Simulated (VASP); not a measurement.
All values below come from MS2 meta-GGA, VASP's PBE PAW potentials (set 64) (plane waves; VASP).

VASP ran on this input.

KPOINTS:
```
Regular mesh
0
gamma
 16 16 16
```

**INCAR**
```
! general
SYSTEM =Rh
PREC   =Accurate
ENCUT  =520
LREAL  =.False.
LASPH  =.True.

! electronic loop
EDIFF  =1E-7
NELM   =100
ALGO   =Normal
LMAXMIX=4
LMIXTAU=.True.

! smearing
ISMEAR =1
SIGMA  =0.1

! functional
METAGGA=MS2

! ions
ISIF   =2

! output
LWAVE  =.False.
LCHARG =.False.
```

POSCAR:
```
Rh
2.6285410
  0.0000000000   0.7071068862   0.7071068862
  0.7071068862   0.0000000000   0.7071068862
  0.7071068862   0.7071068862   0.0000000000
Rh
1
Direct
  0.0000000000   0.0000000000   0.0000000000
```

POTCAR, in this order: Rh_pv (PBE.64 set). Program: vasp_std.

What will the output report for the number of irreducible k-points (NKPTS), largest plane-wave count, number of space-group operations, FFT grid (NGX, NGY, NGZ)?

| Property | Value |
|---|---|
| number of irreducible k-points (NKPTS) | 145 |
| largest plane-wave count | 360 |
| number of space-group operations | 48 |
| FFT grid (NGX, NGY, NGZ) | 20 × 20 × 20 |

The compound is Rh in the fcc structure. This cell is one point of a volume scan, at 0.94 of the reference volume.
